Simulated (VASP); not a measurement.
Here is the system:

```yaml
crystal:
  lattice:
    - [-2.07593, 2.07593, 3.98677]
    - [2.07593, -2.07593, 3.98677]
    - [2.07593, 2.07593, -3.98677]
  atoms:
    - { symbol: Ga, position: [0.75000, 0.25000, 0.50000] }
    - { symbol: Ga, position: [0.25000, 0.75000, 0.50000] }
    - { symbol: Ga, position: [0.50000, 0.50000, 0.00000] }
    - { symbol: Au, position: [0.00000, 0.00000, 0.00000] }
```

The numbers are results of PBEsol GGA, VASP's PBE PAW potentials (set 64) (plane waves; VASP), not measurements. Run with 400 eV cut-off, Gaussian smearing of 0.050 eV, potentials Ga_d Au.

Task: Give the energies of bands 17 to 29 at the high-symmetry points, in eV from the Fermi level.

Result: 
```json
[
 {"band": "17", "Γ": "-5.40", "X": "-6.97", "P": "-6.93", "N": "-8.73", "M": "-9.00", "S": "-8.11", "R": "-7.52"},
 {"band": "18", "Γ": "-5.37", "X": "-6.90", "P": "-6.93", "N": "-5.86", "M": "-5.85", "S": "-7.52", "R": "-6.81"},
 {"band": "19", "Γ": "-5.28", "X": "-5.09", "P": "-5.95", "N": "-5.25", "M": "-4.69", "S": "-5.12", "R": "-5.67"},
 {"band": "20", "Γ": "-5.28", "X": "-5.05", "P": "-4.62", "N": "-4.80", "M": "-4.69", "S": "-4.81", "R": "-5.02"},
 {"band": "21", "Γ": "-4.58", "X": "-4.38", "P": "-4.62", "N": "-4.80", "M": "-4.63", "S": "-4.79", "R": "-4.88"},
 {"band": "22", "Γ": "-2.03", "X": "-4.14", "P": "-4.38", "N": "-4.34", "M": "-4.57", "S": "-4.42", "R": "-4.27"},
 {"band": "23", "Γ": "-1.47", "X": "-3.89", "P": "-4.02", "N": "-3.71", "M": "-2.53", "S": "-4.32", "R": "-4.22"},
 {"band": "24", "Γ": "-0.14", "X": "-3.72", "P": "-3.35", "N": "-1.43", "M": "-2.53", "S": "-0.57", "R": "-3.49"},
 {"band": "25", "Γ": "0.69", "X": "-2.26", "P": "-0.40", "N": "0.91", "M": "-0.49", "S": "-0.46", "R": "-0.79"},
 {"band": "26", "Γ": "0.69", "X": "-1.96", "P": "-0.31", "N": "1.07", "M": "-0.40", "S": "2.15", "R": "-0.10"},
 {"band": "27", "Γ": "1.23", "X": "3.30", "P": "0.02", "N": "1.73", "M": "5.09", "S": "3.72", "R": "3.51"},
 {"band": "28", "Γ": "1.23", "X": "3.64", "P": "0.02", "N": "1.99", "M": "5.85", "S": "3.96", "R": "4.12"},
 {"band": "29", "Γ": "1.59", "X": "4.17", "P": "8.20", "N": "4.96", "M": "5.85", "S": "4.48", "R": "4.24"}
]
```

It has no gap at this level: it comes out as a metal or semimetal.

The structure comes from a computed database's Ga3Au entry (I4/mmm); how it stands against other phases isn't given here. It was relaxed first, which changed the volume by -7 %.
